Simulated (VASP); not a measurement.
Method: PBEsol GGA, VASP's PBE PAW potentials (set 64) (plane waves; VASP 6.6.1).

VASP ran on this input.

**POSCAR**
```
RuS
1
    3.4894964682     0.0000000000     0.0000000000
   -1.7447482340     3.0219926417    -0.0000000000
    0.0000000000    -0.0000000000     6.4036055738
Ru S
2 2
Direct
  0.3333330000   0.6666670000   0.0085408539
  0.6666670000   0.3333330000   0.5085408539
  0.3333330000   0.6666670000   0.3664591461
  0.6666670000   0.3333330000   0.8664591461
```

INCAR:
```
ISMEAR=-5   # tetrahedra, Bloechl
LWAVE=.FALSE.
NELM=100   # most electronic steps
PREC=Accurate
ALGO=Normal
ISIF=2
EDIFF=1E-7
ENCUT=400
LEFG=.TRUE.
LASPH=.TRUE.
LCHARG=.TRUE.
GGA=PS   # PBEsol
NEDOS=601
LREAL=.FALSE.
LORBIT=11   # lm-projected
LMAXMIX=4
SYSTEM=RuS
```

**KPOINTS**
```
Automatic mesh
0
Gamma
11 11 6
0 0 0
```

POTCAR, in this order: Ru_pv S (PBE.64 set). Program: vasp_std.

The resulting files:

File OUTCAR:
```
 ion  position               nearest neighbor table
   1  0.333  0.667  0.009-   4 2.21   4 2.21   4 2.21   3 2.29
   2  0.667  0.333  0.509-   3 2.21   3 2.21   3 2.21   4 2.29
   3  0.333  0.667  0.366-   2 2.21   2 2.21   2 2.21   1 2.29
   4  0.667  0.333  0.866-   1 2.21   1 2.21   1 2.21   2 2.29
  LATTYP: Found a hexagonal cell.
 ALAT       =     3.4894964682
 C/A-ratio  =     1.8351087706
 Subroutine PRICEL returns:
 Original cell was already a primitive cell.
 Subroutine GETGRP returns: Found 12 space group operations
The static configuration has the point symmetry C_3v.
 The point group associated with its full space group is C_6v.
The dynamic configuration has the point symmetry C_3v.
 Subroutine INISYM returns: Found 12 space group operations
 Subroutine IBZKPT returns following result:
 Found     64 irreducible k-points:

 Following reciprocal coordinates:
            Coordinates               Weight
  0.000000  0.000000  0.000000      1.000000
  0.090909 -0.000000  0.000000      6.000000
  0.181818 -0.000000  0.000000      6.000000
  0.272727 -0.000000  0.000000      6.000000
  0.363636 -0.000000  0.000000      6.000000
  0.454545  0.000000  0.000000      6.000000
  0.090909  0.090909  0.000000      6.000000
  0.181818  0.090909  0.000000     12.000000
  0.272727  0.090909  0.000000     12.000000
  0.363636  0.090909  0.000000     12.000000
  0.454545  0.090909  0.000000      6.000000
  0.181818  0.181818  0.000000      6.000000
  0.272727  0.181818  0.000000     12.000000
  0.363636  0.181818  0.000000     12.000000
  0.272727  0.272727  0.000000      6.000000
  0.363636  0.272727  0.000000      6.000000
  0.000000  0.000000  0.166667      2.000000
  0.090909 -0.000000  0.166667     12.000000
  0.181818 -0.000000  0.166667     12.000000
  0.272727 -0.000000  0.166667     12.000000
  0.363636 -0.000000  0.166667     12.000000
  0.454545  0.000000  0.166667     12.000000
  0.090909  0.090909  0.166667     12.000000
  0.181818  0.090909  0.166667     24.000000
  0.272727  0.090909  0.166667     24.000000
  0.363636  0.090909  0.166667     24.000000
  0.454545  0.090909  0.166667     12.000000
  0.181818  0.181818  0.166667     12.000000
  0.272727  0.181818  0.166667     24.000000
  0.363636  0.181818  0.166667     24.000000
  0.272727  0.272727  0.166667     12.000000
  0.363636  0.272727  0.166667     12.000000
  0.000000  0.000000  0.333333      2.000000
  0.090909 -0.000000  0.333333     12.000000
  0.181818 -0.000000  0.333333     12.000000
  0.272727 -0.000000  0.333333     12.000000
  0.363636 -0.000000  0.333333     12.000000
  0.454545  0.000000  0.333333     12.000000
  0.090909  0.090909  0.333333     12.000000
  0.181818  0.090909  0.333333     24.000000
   k-points           NKPTS =     64   k-points in BZ     NKDIM =     64   number of bands    NBANDS=     24
   number of dos      NEDOS =    601   number of ions     NIONS =      4
   total plane-waves  NPLWV =  24192
   dimension x,y,z NGX =    24 NGY =   24 NGZ =   42
   dimension x,y,z NGXF=    48 NGYF=   48 NGZF=   84
   ions per type =               2   2
   PREC   = accura    normal or accurate (medium, high low for compatibility)
   ISTART =      0    job   : 0-new  1-cont  2-samecut
   ICHARG =      2    charge: 1-file 2-atom 10-const
   ISPIN  =      1    spin polarized calculation?
   LNONCOLLINEAR =      F non collinear calculations
   LSORBIT =      F    spin-orbit coupling
   INIWAV =      1    electr: 0-lowe 1-rand  2-diag
   ENCUT  =  400.0 eV  29.40 Ry    5.42 a.u.   5.69  5.69 10.44*2*pi/ulx,y,z
   NELM   =    100;   NELMIN=  2; NELMDL= -5     # of ELM steps
...
```

File OSZICAR:
```
       N       E                     dE             d eps       ncg     rms          rms(c)
DAV:   1     0.318784506003E+03    0.31878E+03   -0.20917E+04  3416   0.136E+03
DAV:   2    -0.178119154590E+02   -0.33660E+03   -0.33226E+03  3656   0.400E+02
DAV:   3    -0.304009163651E+02   -0.12589E+02   -0.12461E+02  3536   0.770E+01
DAV:   4    -0.306221218400E+02   -0.22121E+00   -0.21952E+00  3576   0.100E+01
DAV:   5    -0.306268430001E+02   -0.47212E-02   -0.47125E-02  3720   0.139E+00    0.261E+01
DAV:   6    -0.297852888597E+02    0.84155E+00   -0.73003E+00  3336   0.207E+01    0.107E+01
DAV:   7    -0.296609408298E+02    0.12435E+00   -0.18197E+00  3232   0.110E+01    0.772E+00
DAV:   8    -0.295834145557E+02    0.77526E-01   -0.23896E-01  3232   0.421E+00    0.687E-01
DAV:   9    -0.295821168772E+02    0.12977E-02   -0.18838E-02  3680   0.876E-01    0.348E-01
DAV:  10    -0.295821503378E+02   -0.33461E-04   -0.95707E-04  3456   0.229E-01    0.193E-01
DAV:  11    -0.295821314503E+02    0.18888E-04   -0.20493E-04  3672   0.101E-01    0.399E-02
DAV:  12    -0.295821444865E+02   -0.13036E-04   -0.41714E-05  3424   0.545E-02    0.353E-02
DAV:  13    -0.295821374334E+02    0.70531E-05   -0.59432E-06  3376   0.200E-02    0.133E-02
DAV:  14    -0.295821359633E+02    0.14701E-05   -0.77828E-07  3168   0.656E-03    0.423E-03
DAV:  15    -0.295821355958E+02    0.36752E-06   -0.69826E-08  1720   0.222E-03    0.197E-03
DAV:  16    -0.295821356262E+02   -0.30404E-07   -0.33438E-08  1664   0.110E-03
   1 F= -.29582136E+02 E0= -.29582136E+02  d E =0.000000E+00
```

**OUTCAR**
```
------------------------ aborting loop because EDIFF is reached ----------------------------------------
  FORCE on cell =-STRESS in cart. coord.  units (eV):
  Direction    XX          YY          ZZ          XY          YZ          ZX
  --------------------------------------------------------------------------------------
  Total       -0.2078255     -0.2078255      0.4797549     -0.0000000      0.0000000      0.0000000
  in kB       -4.9309282     -4.9309284     11.3828051     -0.0000000      0.0000000      0.0000000
  external PRESSURE =       0.5069828 kB  Pullay stress =       0.0000000 kB
  volume of cell :       67.53
      direct lattice vectors                 reciprocal lattice vectors
     3.489496468  0.000000000  0.000000000     0.286574298  0.165453745  0.000000000
    -1.744748234  3.021992642  0.000000000     0.000000000  0.330907490  0.000000000
     0.000000000  0.000000000  6.403605574     0.000000000  0.000000000  0.156162023
 POSITION                                       TOTAL-FORCE (eV/Angst)
 -----------------------------------------------------------------------------------
     -0.00000      2.01466      0.05469        -0.000000      0.000000      0.037132
      1.74475      1.00733      3.25650         0.000000     -0.000000      0.037132
     -0.00000      2.01466      2.34666        -0.000000      0.000000     -0.037132
      1.74475      1.00733      5.54846         0.000000     -0.000000     -0.037132
 -----------------------------------------------------------------------------------
    total drift:                               -0.002368      0.001367      0.000747
  FREE ENERGIE OF THE ION-ELECTRON SYSTEM (eV)
  ---------------------------------------------------
  free  energy   TOTEN  =       -29.5821356262 eV

  energy  without entropy=      -29.5821356262  energy(sigma->0) =      -29.58213563

 total charge

# of ion       s       p       d       tot
------------------------------------------
    1        0.355   6.249   6.234  12.839
    2        0.355   6.249   6.234  12.839
    3        1.318   2.323   0.000   3.642
    4        1.318   2.323   0.000   3.642
--------------------------------------------------
tot          3.347  17.145  12.468  32.961

 Electric field gradients after diagonalization (V/A^2)
 (convention: |V_zz| > |V_xx| > |V_yy|)
----------------------------------------------------------------------
 ion       V_xx      V_yy      V_zz     asymmetry (V_yy - V_xx)/ V_zz
----------------------------------------------------------------------
   1      18.597    18.595   -37.192       0.000
   2      18.597    18.595   -37.192       0.000
   3      -0.405    -0.404     0.808       0.001
   4      -0.405    -0.403     0.808       0.002
```
(Selected blocks of OUTCAR.)

OUTCAR:
```
 val. band max:        8.5687882921   @ k =   0.0909   0.0909   0.5000

 cond. band min:       8.2704182044   @ k =   0.4545   0.0000   0.0000


 Fermi energy:         8.4580967878

 k-point     1 :       0.0000    0.0000    0.0000
  band No.  band energies     occupation
      1     -34.3561      2.00000
      2     -34.3294      2.00000
      3     -34.3294      2.00000
      4     -34.3243      2.00000
      5     -34.3243      2.00000
      6     -34.3134      2.00000
      7      -7.0682      2.00000
      8      -6.2164      2.00000
      9       1.4825      2.00000
     10       1.8823      2.00000
     11       2.4385      2.00000
     12       2.4386      2.00000
     13       2.8643      2.00000
     14       2.8643      2.00000
     15       6.0732      2.00000
     16       6.0732      2.00000
     17       6.7462      2.00000
     18       6.7525      2.00000
     19       6.7525      2.00000
     20      10.1207      0.00000
     21      10.1207      0.00000
     22      10.4125      0.00000
     23      12.1213      0.00000
     24      12.2237      0.00000

 k-point     2 :       0.0909   -0.0000    0.0000
  band No.  band energies     occupation
      1     -34.3550      2.00000
      2     -34.3343      2.00000
      3     -34.3307      2.00000
      4     -34.3302      2.00000
      5     -34.3256      2.00000
      6     -34.3133      2.00000
      7      -6.9968      2.00000
      8      -6.1758      2.00000
      9       1.5733      2.00000
     10       1.9335      2.00000
     11       2.3363      2.00000
     12       2.4739      2.00000
     13       2.7977      2.00000
     14       2.9253      2.00000
     15       5.9301      2.00000
     16       6.0617      2.00000
     17       6.4857      2.00000
     18       6.7850      2.00000
     19       6.9397      2.00000
     20       9.8767      0.00000
     21      10.0163      0.00000
     22      10.7167      0.00000
     23      11.7064      0.00000
     24      12.1991      0.00000
...
```

For a metal the tetrahedron method with Blöchl corrections gives inexact stress and forces.

The structure was generated: RuS was put into the wurtzite type (P6_3mc), which need not be its known phase. It was relaxed first, which changed the volume by -31 %.
